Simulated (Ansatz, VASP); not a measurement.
# H54C16S8O11 in two plane-wave programs, part 2 of 3

Wanted: the spread between two codes on one cell, functional and k mesh. Of the first pair: The cell is taken from a series of runs on this material, whose earlier steps may have relaxed, scaled, displaced or heated it; both programs get it as it stands.

VASP 6.6.1 and Ansatz 0.2.0.

So far. Step 3 (VASP: single point, PBE with D4, pair 1): The run ends at a pressure of -0.09 GPa, with forces up to 3.1 eV/Å.

### 4. Differences

Known differences besides the potentials themselves: fixed occupations in Ansatz, narrow Gaussian smearing in VASP; the cutoff is 420 eV in Ansatz and 600 eV in VASP (PREC = Accurate, projectors in real space). Total energies have different zeros and are not compared.

The two programs side by side:

```
              quantity  Ansatz   VASP  difference
        pressure (GPa)    0.23  -0.09       +0.32
gap on the k mesh (eV)   3.586  3.590      -0.004
```

Forces on 8 of the 89 atoms, those with the largest forces and the largest differences (eV/Å; atoms numbered as in POSCAR):

```
atom          Ansatz x, y, z            VASP x, y, z
  C4  -1.685, -1.850, -0.466  -1.666, -1.884, -0.473
  C8   -3.054, 0.432, -0.664   -3.020, 0.494, -0.697
 C13   -1.706, 0.749, -1.792   -1.628, 0.781, -1.785
 S17   1.230, -1.270, -2.421   1.098, -1.275, -2.150
 S19   -1.312, 1.335, -0.717   -1.121, 1.304, -0.624
 O25    -1.378, 1.025, 2.863    -1.274, 0.977, 2.575
 H46    1.517, 0.941, -1.126    1.508, 0.933, -1.124
 H74    0.005, -2.736, 0.795    0.006, -2.742, 0.796
```

The forces differ by 49 meV/Å r.m.s., which is 6.7 % of the r.m.s. force of 0.725 eV/Å (both taken over all components). A gap on the mesh is an upper bound, since the band edges may lie between its points.

### 5. VASP: single point, PBE with D4, pair 2

A single point gives forces, pressure and levels at one fixed geometry, so differences don't come from the geometry; what else differs is listed under the comparison.

INCAR reads:

```
SYSTEM = H54C16S8O11
PREC = Accurate
ENCUT = 600
EDIFF = 1E-06
NELM = 120
ISMEAR = 0
SIGMA = 0.01
LREAL = Auto
ALGO = Normal
GGA = PE
IVDW = 13
NBANDS = 184
LORBIT = 11
LWAVE = .FALSE.
LCHARG = .FALSE.
ISIF = 2
LASPH = .TRUE.
GGA_COMPAT = .FALSE.
EFERMI = MIDGAP
NCORE = 2
```

POSCAR reads:

```
H54C16S8O11
1.0
   10.1107000000      0.0000000000      0.0000000000
    0.0000000000     10.1107000000      0.0000000000
    0.0000000000      0.0000000000     10.1107000000
C S O H
16 8 11 54
Direct
    0.3825100000      0.1438000000      0.5489300000
    0.1895100000      0.2819200000      0.4230600000
    0.0953300000      0.4566700000      0.9946900000
    0.1423600000      0.6177900000      0.2064200000
    0.3151100000      0.9823300000      0.1878300000
    0.2982100000      0.1270400000      0.9635600000
    0.1639100000      0.6717800000      0.6757800000
    0.9487500000      0.5110000000      0.6472400000
    0.6032700000      0.2686300000      0.2220000000
    0.8665600000      0.2410600000      0.2392200000
    0.5456100000      0.4117600000      0.8832800000
    0.5131100000      0.6769400000      0.8570000000
    0.8182800000      0.9221600000      0.8029200000
    0.9367400000      0.1348100000      0.6857300000
    0.5438300000      0.5825000000      0.3544600000
    0.6270600000      0.8103300000      0.4694200000
    0.3115600000      0.3087000000      0.5512600000
    0.2336400000      0.5348200000      0.0776100000
    0.3709500000      0.9739100000      0.0186800000
    0.0379700000      0.6345500000      0.5545300000
    0.7237600000      0.2167800000      0.3445200000
    0.6466200000      0.5591300000      0.8736500000
    0.9705200000      0.0151400000      0.8130000000
    0.4892800000      0.6966400000      0.4799500000
    0.2376200000      0.3218700000      0.6813900000
    0.3129500000      0.4243600000      0.1412200000
    0.5205500000      0.9959500000      0.0192100000
    0.9483900000      0.7551500000      0.5471500000
    0.7299900000      0.3225200000      0.4505900000
    0.7067700000      0.5789100000      0.0101800000
    0.9661700000      0.0903500000      0.9440100000
    0.3686500000      0.7680900000      0.4263900000
    0.9587900000      0.9032600000      0.1461700000
    0.0184700000      0.9855400000      0.4029100000
    0.6990500000      0.8229300000      0.1380400000
    0.4295300000      0.1267200000      0.4526900000
    0.3046300000      0.0702200000      0.5660000000
    0.4579400000      0.1407400000      0.6267000000
    0.1201700000      0.3649000000      0.4313200000
    0.1389200000      0.1866800000      0.4364200000
    0.2390700000      0.2887800000      0.3265100000
    0.1342100000      0.4073700000      0.9062800000
    0.0225200000      0.5324200000      0.9676600000
    0.0509600000      0.3838800000      0.0617200000
    0.2153600000      0.6597600000      0.2750800000
    0.0785300000      0.5467700000      0.2577700000
    0.0835100000      0.6980700000      0.1623800000
    0.3596100000      0.9007500000      0.2440100000
    0.2071400000      0.9712700000      0.1890300000
    0.3441500000      0.0780700000      0.2296400000
    0.3253400000      0.1419300000      0.8597800000
    0.3341600000      0.2090800000      0.0249200000
    0.1901000000      0.1180400000      0.9714300000
    0.2293500000      0.7445900000      0.6291200000
    0.2181600000      0.5801200000      0.6970500000
    0.1170800000      0.7119000000      0.7650500000
    0.0192200000      0.4327400000      0.6734800000
    0.8709100000      0.4709400000      0.5829900000
    0.9059400000      0.5567500000      0.7357600000
    0.6322600000      0.3636400000      0.1783900000
    0.5077900000      0.2793400000      0.2720300000
    0.5963000000      0.1904600000      0.1466900000
    0.9529800000      0.2084200000      0.2955100000
    0.8715300000      0.3467800000      0.2150100000
    0.8566600000      0.1812800000      0.1491900000
    0.4816100000      0.4177200000      0.9709100000
    0.6129400000      0.3271100000      0.8908300000
    0.4863000000      0.4041000000      0.7926700000
    0.5563700000      0.7760500000      0.8651900000
    0.4389600000      0.6611600000      0.9346200000
    0.4699200000      0.6639300000      0.7581500000
    0.8173900000      0.8713600000      0.7070200000
    0.7337400000      0.9889500000      0.8162600000
    0.8211400000      0.8496900000      0.8835600000
    0.9329100000      0.0841400000      0.5895800000
    0.0207600000      0.2034700000      0.6869700000
    0.8438200000      0.1865300000      0.7071800000
    0.6248600000      0.5220700000      0.3945100000
    0.5748300000      0.6373000000      0.2661500000
    0.4590900000      0.5187900000      0.3319100000
    0.6378100000      0.8443300000      0.3668900000
    0.7180500000      0.7602200000      0.5013900000
    0.6049000000      0.8929200000      0.5361000000
    0.8642800000      0.8759000000      0.1457300000
    0.9638700000      0.9724300000      0.0774500000
    0.9952000000      0.9604400000      0.3111600000
    0.0021100000      0.9035100000      0.4525000000
    0.6341800000      0.8807900000      0.0932600000
    0.6976600000      0.7376300000      0.0905500000
```

KPOINTS reads:

```
Automatic mesh
0
Gamma
1 1 1
0 0 0
```

Potentials, in the order of the species: C, S, O and H (PBE family, release 64).

On the command line:

```console
$ mpirun -np 8 vasp_gam
```

Numbers of over 12 decimals in the logs are rounded to 6 here.

Log:

```text
[... set-up lines as in an earlier step ...]
 entering main loop
       N       E                     dE             d eps       ncg     rms          rms(c)
DAV:   1     0.183365869086E+04    0.18337E+04   -0.12354E+05   368   0.128E+03
DAV:   2    -0.263504220321E+03   -0.20972E+04   -0.19818E+04   464   0.276E+02
DAV:   3    -0.496111682513E+03   -0.23261E+03   -0.23043E+03   464   0.942E+01
DAV:   4    -0.501756742346E+03   -0.56451E+01   -0.56177E+01   480   0.165E+01
[...]
DAV:  16    -0.449242126266E+03    0.49825E-05   -0.43482E-05   448   0.170E-02    0.149E-02
DAV:  17    -0.449242122652E+03    0.36145E-05   -0.91774E-06   440   0.113E-02    0.625E-03
DAV:  18    -0.449242121911E+03    0.74118E-06   -0.51275E-06   448   0.776E-03
   1 F= -.45358355E+03 E0= -.45358355E+03  d E =0.000000E+00
```

From OUTCAR (step 5):

```text
  FREE ENERGIE OF THE ION-ELECTRON SYSTEM (eV)
  ---------------------------------------------------
  free  energy   TOTEN  =      -453.5835478114 eV

  energy  without entropy=     -453.5835478114  energy(sigma->0) =     -453.58354781

[... 1 part as in an earlier step ...]
```

The run ends at a pressure of -0.59 GPa, with forces up to 0.15 eV/Å.

### 6. Ansatz: single point, PBE with D4, pair 2

The same cell, functional and mesh now go to Ansatz, which takes its cutoff from its data sets.

The cell is taken from a series of runs on this material, whose earlier steps may have relaxed, scaled, displaced or heated it; both programs get it as it stands.

input.yaml reads:

```yaml
crystal:
  lattice:
    - [10.1107, 0.0, 0.0]
    - [0.0, 10.1107, 0.0]
    - [0.0, 0.0, 10.1107]
  atoms:
    - { symbol: C, position: [0.38251, 0.1438, 0.54893] }
    - { symbol: S, position: [0.31156, 0.3087, 0.55126] }
    - { symbol: C, position: [0.18951, 0.28192, 0.42306] }
    - { symbol: O, position: [0.23762, 0.32187, 0.68139] }
    - { symbol: H, position: [0.42953, 0.12672, 0.45269] }
    - { symbol: H, position: [0.30463, 0.07022, 0.566] }
    - { symbol: H, position: [0.45794, 0.14074, 0.6267] }
    - { symbol: H, position: [0.12017, 0.3649, 0.43132] }
    - { symbol: H, position: [0.13892, 0.18668, 0.43642] }
    - { symbol: H, position: [0.23907, 0.28878, 0.32651] }
    - { symbol: C, position: [0.09533, 0.45667, 0.99469] }
    - { symbol: S, position: [0.23364, 0.53482, 0.07761] }
    - { symbol: C, position: [0.14236, 0.61779, 0.20642] }
    - { symbol: O, position: [0.31295, 0.42436, 0.14122] }
    - { symbol: H, position: [0.13421, 0.40737, 0.90628] }
    - { symbol: H, position: [0.02252, 0.53242, 0.96766] }
    - { symbol: H, position: [0.05096, 0.38388, 0.06172] }
    - { symbol: H, position: [0.21536, 0.65976, 0.27508] }
    - { symbol: H, position: [0.07853, 0.54677, 0.25777] }
    - { symbol: H, position: [0.08351, 0.69807, 0.16238] }
    - { symbol: C, position: [0.31511, 0.98233, 0.18783] }
    - { symbol: S, position: [0.37095, 0.97391, 0.01868] }
    - { symbol: C, position: [0.29821, 0.12704, 0.96356] }
    - { symbol: O, position: [0.52055, 0.99595, 0.01921] }
    - { symbol: H, position: [0.35961, 0.90075, 0.24401] }
    - { symbol: H, position: [0.20714, 0.97127, 0.18903] }
    - { symbol: H, position: [0.34415, 0.07807, 0.22964] }
    - { symbol: H, position: [0.32534, 0.14193, 0.85978] }
    - { symbol: H, position: [0.33416, 0.20908, 0.02492] }
    - { symbol: H, position: [0.1901, 0.11804, 0.97143] }
    - { symbol: C, position: [0.16391, 0.67178, 0.67578] }
    - { symbol: S, position: [0.03797, 0.63455, 0.55453] }
    - { symbol: C, position: [0.94875, 0.511, 0.64724] }
    - { symbol: O, position: [0.94839, 0.75515, 0.54715] }
    - { symbol: H, position: [0.22935, 0.74459, 0.62912] }
    - { symbol: H, position: [0.21816, 0.58012, 0.69705] }
    - { symbol: H, position: [0.11708, 0.7119, 0.76505] }
    - { symbol: H, position: [0.01922, 0.43274, 0.67348] }
    - { symbol: H, position: [0.87091, 0.47094, 0.58299] }
    - { symbol: H, position: [0.90594, 0.55675, 0.73576] }
    - { symbol: C, position: [0.60327, 0.26863, 0.222] }
    - { symbol: S, position: [0.72376, 0.21678, 0.34452] }
    - { symbol: C, position: [0.86656, 0.24106, 0.23922] }
    - { symbol: O, position: [0.72999, 0.32252, 0.45059] }
    - { symbol: H, position: [0.63226, 0.36364, 0.17839] }
    - { symbol: H, position: [0.50779, 0.27934, 0.27203] }
    - { symbol: H, position: [0.5963, 0.19046, 0.14669] }
    - { symbol: H, position: [0.95298, 0.20842, 0.29551] }
    - { symbol: H, position: [0.87153, 0.34678, 0.21501] }
    - { symbol: H, position: [0.85666, 0.18128, 0.14919] }
    - { symbol: C, position: [0.54561, 0.41176, 0.88328] }
    - { symbol: S, position: [0.64662, 0.55913, 0.87365] }
    - { symbol: C, position: [0.51311, 0.67694, 0.857] }
    - { symbol: O, position: [0.70677, 0.57891, 0.01018] }
    - { symbol: H, position: [0.48161, 0.41772, 0.97091] }
    - { symbol: H, position: [0.61294, 0.32711, 0.89083] }
    - { symbol: H, position: [0.4863, 0.4041, 0.79267] }
    - { symbol: H, position: [0.55637, 0.77605, 0.86519] }
    - { symbol: H, position: [0.43896, 0.66116, 0.93462] }
    - { symbol: H, position: [0.46992, 0.66393, 0.75815] }
    - { symbol: C, position: [0.81828, 0.92216, 0.80292] }
    - { symbol: S, position: [0.97052, 0.01514, 0.813] }
    - { symbol: C, position: [0.93674, 0.13481, 0.68573] }
    - { symbol: O, position: [0.96617, 0.09035, 0.94401] }
    - { symbol: H, position: [0.81739, 0.87136, 0.70702] }
    - { symbol: H, position: [0.73374, 0.98895, 0.81626] }
    - { symbol: H, position: [0.82114, 0.84969, 0.88356] }
    - { symbol: H, position: [0.93291, 0.08414, 0.58958] }
    - { symbol: H, position: [0.02076, 0.20347, 0.68697] }
    - { symbol: H, position: [0.84382, 0.18653, 0.70718] }
    - { symbol: C, position: [0.54383, 0.5825, 0.35446] }
    - { symbol: S, position: [0.48928, 0.69664, 0.47995] }
    - { symbol: C, position: [0.62706, 0.81033, 0.46942] }
    - { symbol: O, position: [0.36865, 0.76809, 0.42639] }
    - { symbol: H, position: [0.62486, 0.52207, 0.39451] }
    - { symbol: H, position: [0.57483, 0.6373, 0.26615] }
    - { symbol: H, position: [0.45909, 0.51879, 0.33191] }
    - { symbol: H, position: [0.63781, 0.84433, 0.36689] }
    - { symbol: H, position: [0.71805, 0.76022, 0.50139] }
    - { symbol: H, position: [0.6049, 0.89292, 0.5361] }
    - { symbol: O, position: [0.95879, 0.90326, 0.14617] }
    - { symbol: H, position: [0.86428, 0.8759, 0.14573] }
    - { symbol: H, position: [0.96387, 0.97243, 0.07745] }
    - { symbol: O, position: [0.01847, 0.98554, 0.40291] }
    - { symbol: H, position: [0.9952, 0.96044, 0.31116] }
    - { symbol: H, position: [0.00211, 0.90351, 0.4525] }
    - { symbol: O, position: [0.69905, 0.82293, 0.13804] }
    - { symbol: H, position: [0.63418, 0.88079, 0.09326] }
    - { symbol: H, position: [0.69766, 0.73763, 0.09055] }
kpoints:
  mp_grid: { grid: [1, 1, 1] }
hamiltonian:
  xc: pbe
  dispersion: d4
scf:
  occupations: { method: fixed }
output:
  forces: true
  stress: true
  populations: true
  dos:
    method: { smearing: { sigma: 0.08 } }
    de: 0.1
    projected: { site_lists: { C: [C], H: [H], O: [O], S: [S] } }
  eigenvalues: true
  write_density: true
  write_potential: true
  volumetric_format: npy
  elf: true
```

On the command line:

```console
$ ansatz run input.yaml --threads 4 --pin off --max-ram 8192MiB --backend cpu --events-out ev --progress --plain --runs-dir out
```

Log:

```text
[...]
Crystal: 89 atoms, lattice volume = 1033.579 Å³
Basis set: ecut = 420 eV, 20197 PW (Γ), exchange–correlation on 144×144×144 points (8 copies of the dense FFT grid, shifted against one another)
Bands: 205, of which v1, the nominal top of the filled ones, is band 116 counted from 1 (115 counted from 0)
Symmetry: 1 space group operations
[...]
k-points: 1
[...]
P = ⅓ Tr σ = -0.3078 GPa (-3.078 kbar)
--- Band table (eV) ---
  k-point 0: bands = [... 112 lower, -0.6701, -0.5656, -0.4491, -0.3362, 4.0193, 4.0638, 4.1584, 4.2619, ... 85 higher]
--- Löwdin populations: 89 sites ---
  site symbol       q [e]
     0      C      4.5872
     1      S      4.8261
     2      C      4.5984
     3      O      6.7875
     4      H      0.7885
     5      H      0.7811
     6      H      0.7807
     7      H      0.7948
[...]
85      H      0.6159
    86      O      6.7060
    87      H      0.6166
    88      H      0.6208
  spilling = 0.017745 (of n_electrons = 232.000000)
```

### 7. Comparison

Compared:

```
              quantity  Ansatz   VASP  difference
        pressure (GPa)   -0.31  -0.59       +0.28
gap on the k mesh (eV)   4.356  4.360      -0.004
```

Forces on 7 of the 89 atoms, those with the largest forces and the largest differences (eV/Å; atoms numbered as in POSCAR):

```
atom         Ansatz x, y, z            VASP x, y, z
 S18    0.004, 0.000, 0.000    0.000, -0.098, 0.073
 S20  -0.001, 0.008, -0.003    -0.071, 0.088, 0.057
 S22   -0.003, 0.003, 0.012    -0.019, 0.004, 0.131
 O25  0.003, -0.003, -0.007   0.061, -0.008, -0.109
 O28   0.003, -0.004, 0.001    0.081, -0.100, 0.006
 O29  -0.001, 0.001, -0.007  -0.008, -0.082, -0.091
 O30  -0.001, 0.000, -0.022  -0.055, -0.003, -0.135
```

The forces differ by 38 meV/Å r.m.s., where the r.m.s. force is 0.003 eV/Å in Ansatz and 0.038 eV/Å in VASP: the atoms lie near their places of rest in Ansatz, so a percentage would say little (all taken over all components). A gap on the mesh is an upper bound, since the band edges may lie between its points.

(Continued in part 3 of 3.)

[Lines on the potential files, build, host, timing and source positions are cut from VASP's logs without a mark.]

[Logs are printed without paths, hosts, clocks, repeated set-up lines and the standing remarks that a program may print on its own settings, such as how far it seeks lower states.]

[Hosts, paths, dates, database ids (printed as entryN), source tags and the programs' standing remarks are cut or masked in the printed files.]
